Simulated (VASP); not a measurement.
Consider the following.

```yaml
crystal:
  lattice:
    - [-0.04863, 3.24215, 3.24215]
    - [3.19352, 0.00000, 3.19352]
    - [3.24215, 3.24215, -0.04863]
  atoms:
    - { symbol: Cd, position: [0.00000, 0.00000, 0.00000] }
    - { symbol: Te, position: [0.25000, 0.25000, 0.25000] }
```

These are PBEsol GGA, VASP's PBE PAW potentials (set 64) (plane waves; VASP) values and carry that method's errors. Numerical set-up: 480 eV cut-off, 6×6×6 Γ-centred mesh, Gaussian smearing of 0.050 eV, potentials Cd Te.

Unless said otherwise, spin-orbit coupling is left out, though it shifts the bands of the heavy elements here.

### Question
What does the run give for the energy per atom (σ→0), band gap (on the k-mesh) with the smallest direct gap where there is one?

### Answer

| Item | Result |
|---|---|
| band gap (on the k-mesh) | 0.61 eV |
| smallest direct gap (on the k-mesh) | 0.61 eV |
| energy per atom (σ→0) | -2738 meV/atom |

The compound is CdTe in the zinc blende structure. This cell was strained or had an atom moved on purpose.
